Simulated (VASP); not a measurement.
Crystal: Fe.

```xyz
1
Lattice="-1.4430 1.4430 1.4430 1.4430 -1.4430 1.4430 1.4430 1.4430 -1.4430" Properties=species:S:1:pos:R:3 pbc="T T T"
Fe    0.0000    0.0000    0.0000
```

```yaml
Program: VASP 6.6.1
Task: relaxation of cell and atoms
Functional: PBEsol
Potentials_or_basis: VASP PAW PBE potentials, release 64 (Fe)
Cutoff: 520 eV
k_mesh: 20 × 20 × 20
Occupations: gaussian, width 0.1 eV
Spin: collinear spin, ferromagnetic start
Starting_moments: "[2.5] μB"
```

At the start: pressure -17.7 GPa; volume 12.02 Å³/atom.

Q: How do energy, volume and symmetry change on relaxing?

A: Over 7 steps the energy falls by 73.8 meV/atom and the volume is 10.80 Å³/atom (-10.1 %); space group Im-3m (No. 229, to 0.05 Å); moment 2.09 μB per cell.

The path:
| step | energy change (eV) | largest force (eV/Å) | pressure (GPa) | volume (Å³) |
| --- | --- | --- | --- | --- |
| 1 | 0.0000 | 0.0000 | -17.75 | 12.02 |
| 2 | -0.0012 | 0.0000 | 26.49 | 9.85 |
| 3 | -0.0737 | 0.0000 | -0.66 | 10.84 |
| 4 | -0.0738 | 0.0000 | -0.14 | 10.81 |
| 5 | -0.0738 | 0.0000 | 0.35 | 10.79 |
| 6 | -0.0738 | 0.0000 | -0.33 | 10.82 |
| 7 | -0.0738 | 0.0000 | 0.01 | 10.80 |

Final structure:
```cif
data_structure
_symmetry_space_group_name_H-M 'P 1'
_symmetry_Int_Tables_number 1
_cell_length_a 2.4120
_cell_length_b 2.4120
_cell_length_c 2.4120
_cell_angle_alpha 109.471
_cell_angle_beta 109.471
_cell_angle_gamma 109.471
_cell_volume 10.80
loop_
_atom_site_label
_atom_site_type_symbol
_atom_site_fract_x
_atom_site_fract_y
_atom_site_fract_z
_atom_site_occupancy
Fe1 Fe 0.00000 0.00000 0.00000 1
```

Caveat: the PAW data sets were made with another functional, which shifts forces and pressure a little; the volume moved by -10 % from the deposited cell, more than functionals usually miss.
